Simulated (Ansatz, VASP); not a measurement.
## Two plane-wave programs on CsNbS3

```
Cs Nb S
1.0
     4.89540    0.00000    0.00000
     0.00000    4.89540    0.00000
     0.00000    0.00000    4.89540
Cs Nb S
1 1 3
Direct
  0.00000 0.00000 0.00000
  0.50000 0.50000 0.50000
  0.50000 0.50000 0.00000
  0.50000 0.00000 0.50000
  0.00000 0.50000 0.50000
```

Alike in both runs: task single point; functional PBE; k mesh 8 × 8 × 8; occupations fermi-dirac, width 0.15 eV; no spin polarisation.

```csv
,VASP,Ansatz
version,VASP 6.6.1,Ansatz 0.2.0
potentials or method,"VASP PAW PBE potentials, release 64 (Cs_sv, Nb_sv, S)","scalar-relativistic, plane waves, PAW"
plane-wave cutoff (eV),520,420
valence electrons in the cell,40,40
```

```tsv
	VASP	Ansatz	Ansatz less VASP
gap on the k mesh at the Fermi level (eV)	none	none	-
pressure (GPa)	2.3	2.3	+0.06
```

A gap of «none» marks a metal or a gap that the smearing closes.

The runs have no spin-orbit coupling, so splittings on Cs are missing.
